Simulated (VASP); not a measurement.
Method: PBEsol GGA, VASP's PBE PAW potentials (set 64) (plane waves; VASP).

The input files of a VASP run:

KPOINTS:
```
Automatic mesh
0
Gamma
8 8 8
0 0 0
```

**POSCAR**
```
Ni3Si
1
    3.4591064486    -0.0000000000     0.0000000000
   -0.0000000000     3.4591064486    -0.0000000000
   -0.0000000000    -0.0000000000     3.4591064486
Si Ni
1 3
Direct
  0.0000000000   0.0000000000   0.0000000000
  0.0000000000   0.5000000000   0.5000000000
  0.5000000000   0.0000000000   0.5000000000
  0.5000000000   0.5000000000   0.0000000000
```

INCAR:
```
! general
SYSTEM  = Ni3Si
PREC    = Accurate
ENCUT   = 480
LREAL   = .FALSE.
LASPH   = .TRUE.

! electronic loop
EDIFF   = 1E-7
NELM    = 100
ALGO    = Normal
LMAXMIX = 4

! smearing
ISMEAR  = 1
SIGMA   = 0.1

! functional
GGA     = PS

! ions
ISIF    = 2

! output
LWAVE   = .FALSE.
LCHARG  = .FALSE.
```

POTCAR, in this order: Si Ni (PBE.64 set). Program: vasp_std.

The run wrote:

OSZICAR:
```
       N       E                     dE             d eps       ncg     rms          rms(c)
DAV:   1     0.196395161397E+03    0.19640E+03   -0.15086E+04  1470   0.206E+03
DAV:   2    -0.194661203237E+02   -0.21586E+03   -0.20777E+03  1470   0.368E+02
DAV:   3    -0.303299798824E+02   -0.10864E+02   -0.10459E+02  1600   0.111E+02
DAV:   4    -0.305781146418E+02   -0.24813E+00   -0.24680E+00  1724   0.148E+01
DAV:   5    -0.305871454195E+02   -0.90308E-02   -0.90248E-02  1800   0.265E+00    0.216E+01
DAV:   6    -0.299683387434E+02    0.61881E+00   -0.61945E+01  1696   0.129E+02    0.169E+01
DAV:   7    -0.263735050415E+02    0.35948E+01   -0.17493E+01  1615   0.703E+01    0.441E+00
DAV:   8    -0.263118825003E+02    0.61623E-01   -0.74378E-01  1546   0.698E+00    0.148E+00
DAV:   9    -0.262928752879E+02    0.19007E-01   -0.34483E-02  2044   0.264E+00    0.573E-01
DAV:  10    -0.262902464527E+02    0.26288E-02   -0.31312E-03  1852   0.470E-01    0.232E-01
DAV:  11    -0.262898214241E+02    0.42503E-03   -0.67932E-04  2256   0.316E-01    0.532E-02
DAV:  12    -0.262898164428E+02    0.49812E-05   -0.98686E-05  1616   0.119E-01    0.152E-02
DAV:  13    -0.262898160309E+02    0.41190E-06   -0.61870E-06  1781   0.184E-02    0.883E-03
DAV:  14    -0.262898155054E+02    0.52551E-06   -0.53925E-07  1759   0.827E-03    0.231E-03
DAV:  15    -0.262898154832E+02    0.22265E-07   -0.17462E-07   918   0.657E-03
   1 F= -.26289815E+02 E0= -.26290312E+02  d E =0.149084E-02
```

### OUTCAR
```
------------------------ aborting loop because EDIFF is reached ----------------------------------------
  FORCE on cell =-STRESS in cart. coord.  units (eV):
  Direction    XX          YY          ZZ          XY          YZ          ZX
  --------------------------------------------------------------------------------------
  Total        0.1260266      0.1260266      0.1260266     -0.0000000     -0.0000000      0.0000000
  in kB        4.8784389      4.8784389      4.8784389     -0.0000000     -0.0000000      0.0000000
  external PRESSURE =       4.8784389 kB  Pullay stress =       0.0000000 kB
  volume of cell :       41.39
      direct lattice vectors                 reciprocal lattice vectors
     3.459106449  0.000000000  0.000000000     0.289092000  0.000000000  0.000000000
     0.000000000  3.459106449  0.000000000     0.000000000  0.289092000  0.000000000
     0.000000000  0.000000000  3.459106449     0.000000000  0.000000000  0.289092000
 POSITION                                       TOTAL-FORCE (eV/Angst)
 -----------------------------------------------------------------------------------
      0.00000      0.00000      0.00000         0.000000      0.000000      0.000000
      0.00000      1.72955      1.72955         0.000000      0.000000      0.000000
      1.72955      0.00000      1.72955         0.000000      0.000000      0.000000
      1.72955      1.72955      0.00000         0.000000      0.000000      0.000000
 -----------------------------------------------------------------------------------
    total drift:                                0.000000      0.000000      0.000000
  FREE ENERGIE OF THE ION-ELECTRON SYSTEM (eV)
  ---------------------------------------------------
  free  energy   TOTEN  =       -26.2898154832 eV

  energy  without entropy=      -26.2913063250  energy(sigma->0) =      -26.29031243
```
(Selected blocks of OUTCAR.)

The compound is Ni3Si in the L1_2 structure. It was relaxed first. The run is not spin-polarised, so no magnetic state was tried.
